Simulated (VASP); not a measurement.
Input:

```
LiBr
1.0
    0.00000     2.75151     2.75151
    2.75151     0.00000     2.75151
    2.75151     2.75151     0.00000
Li Br
1 1
Direct
  0.00000   0.00000   0.00000
  0.50000   0.50000   0.50000
```

Method: PW91 GGA, VASP's PBE PAW potentials (set 64) (plane waves; VASP 6.6.1). Run with 520 eV cut-off, Gaussian smearing of 0.050 eV, potentials Li_sv Br.

Question: Give the energies of bands 3 to 8 at the high-symmetry points, in eV from the valence-band maximum.

Answer: 
```csv
band,Γ,X,U,L,W
3,-0.01,-2.88,-2.49,-2.88,-2.14
4,-0.01,-1.14,-1.85,-0.27,-2.14
5,-0.01,-1.14,-0.86,-0.27,-1.14
6,4.95,6.26,6.65,5.62,8.03
7,10.48,7.10,8.72,8.12,8.58
8,10.48,11.63,10.31,8.12,9.44
```

The gap is indirect, 4.95 eV, from the valence maximum at K-Γ at 0.79 to the conduction minimum at Γ.

Measured: gap 7.60 eV (computed value off by -2.65 eV), as given by Abedi et al., (2022), arXiv:2211.14644.

The compound is LiBr in the rock salt structure. It was relaxed first.
